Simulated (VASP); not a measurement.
Consider the following.

```
CELL_PARAMETERS angstrom
      3.00900     0.00000     0.00000
      0.00000     3.00900     0.00000
      0.00000     0.00000     3.00900
ATOMIC_POSITIONS crystal
  Zn 0.50000 0.50000 0.50000
  Cu 0.00000 0.00000 0.00000
```

Level of theory: PBE GGA + U (Dudarev), VASP's PBE PAW potentials (set 64) (plane waves; VASP 6.6.1). Run with 400 eV cut-off, 11×11×11 Γ-centred mesh, first-order Methfessel-Paxton smearing of 0.10 eV, potentials Zn Cu, U − J: Zn 3.00 eV, Cu 3.00 eV.

Question: Estimate the energy per atom (σ→0), pressure, band gap (on the k-mesh) with the smallest direct gap where there is one.

Answer: 
| Property | Result |
|---|---|
| band gap (on the k-mesh) | none (metal, semimetal or under 0.01 eV) |
| energy per atom (σ→0) | -1.809 eV/atom |
| pressure | -6.09 GPa |

Only differences to runs with the same potentials and settings are physical.

The compound is CuZn in the CsCl type structure. The cell was not relaxed at this level. The run is one of a series of settings (LDAU = .TRUE., LDAUJ = 0 0, LDAUL = 2 2, LDAUTYPE = 2, LDAUU = 3.0 3.0 against the base run), some of them coarse on purpose. The electron count is odd and the run is not spin-polarised, which forces a metal.
